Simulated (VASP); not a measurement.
Input:

```xyz
2
Lattice="0.0000 2.8764 2.8764 2.8764 0.0000 2.8764 2.8764 2.8764 0.0000" Properties=species:S:1:pos:R:3 pbc="T T T"
Na     0.0000     0.0000     0.0000
Cl     2.8764     2.8764     2.8764
```

All values below come from r2SCAN meta-GGA, VASP's PBE PAW potentials (set 64) (plane waves; VASP 6.6.1). Numerical set-up: 400 eV cut-off, 7×7×7 Γ-centred mesh, Gaussian smearing of 0.050 eV, potentials Na_pv Cl.

Estimate the energy per atom (σ→0), pressure, band gap (on the k-mesh) with the smallest direct gap where there is one.

| Property | Result |
|---|---|
| band gap (on the k-mesh) | 5.68 eV |
| smallest direct gap (on the k-mesh) | 5.68 eV |
| energy per atom (σ→0) | -6.881 eV/atom |
| pressure | -2.12 GPa |

The absolute energy has meaning only against runs of the same code, potentials and settings.

The compound is NaCl in the rock salt structure. The cell was not relaxed at this level. The run is one of a series of settings (GGA removed, LMIXTAU = .TRUE., METAGGA = R2SCAN against the base run), some of them coarse on purpose.
